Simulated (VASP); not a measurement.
VASP input:

### POSCAR
```
SiO2
1
    4.1567994889     0.0000000000     0.0000000000
    0.0000000000     4.1567994889     0.0000000000
    0.0000000000     0.0000000000     2.6655413395
Si O
2 4
Direct
  0.0000000000   0.0000000000   0.0000000000
  0.5000000000   0.5000000000   0.5000000000
  0.3053900631   0.3053900631   0.0000000000
  0.8053900631   0.1946099369   0.5000000000
  0.1946099369   0.8053900631   0.5000000000
  0.6946099369   0.6946099369   0.0000000000
```

### INCAR
```
ALGO = Normal
EDIFF = 1E-6
EDIFFG = -0.02
ENCUT = 620
IBRION = 2
ISIF = 3
ISMEAR = 0
LASPH = .TRUE.
LCHARG = .FALSE.
LREAL = .FALSE.
LWAVE = .FALSE.
NELM = 100
NSW = 40
PREC = Accurate
SIGMA = 0.05
SYSTEM = SiO2
```

File KPOINTS:
```
Regular mesh
0
gamma
  5 5 8
0 0 0
```

POTCAR, in this order: Si O (LDA.64 set). Program: vasp_std.

Question: Write an equivalent input for Ansatz.

Answer: One equivalent input (not run):
Ansatz 0.2 input:
```yaml
crystal:
  lattice:
    - [4.1567995, 0.0000000, 0.0000000]
    - [0.0000000, 4.1567995, 0.0000000]
    - [0.0000000, 0.0000000, 2.6655413]
  atoms:
    - { symbol: Si, position: [0.0000000, 0.0000000, 0.0000000] }
    - { symbol: Si, position: [0.5000000, 0.5000000, 0.5000000] }
    - { symbol: O, position: [0.3053901, 0.3053901, 0.0000000] }
    - { symbol: O, position: [0.8053901, 0.1946099, 0.5000000] }
    - { symbol: O, position: [0.1946099, 0.8053901, 0.5000000] }
    - { symbol: O, position: [0.6946099, 0.6946099, 0.0000000] }
kpoints:
  mp_grid: { grid: [5, 5, 8] }
hamiltonian:
  xc: lda
  pseudopotentials: { kind: paw }
scf:
  occupations: { method: gaussian, width: 0.05 }
  max_iter: 100
relax:
  max_steps: 40
  f_tol: 0.02
  cell: {}
output: { forces: true, stress: true, eigenvalues: true }
```
Limits of the translation: each code has its own PAW files, so the cut-off isn't converted (ENCUT is set for VASP's; basis.ecutwfc is left out, and Ansatz then takes the one that its files recommend); Ansatz stops its SCF on the density residual and VASP on the energy change (EDIFF); Ansatz's lda is the Perdew-Wang form, while the LDA potentials of VASP carry Perdew-Zunger's.

The compound is SiO2 in the rutile structure, stishovite, a high-pressure form. This run relaxes it. Symmetry was kept, so distortions that lower it aren't found.
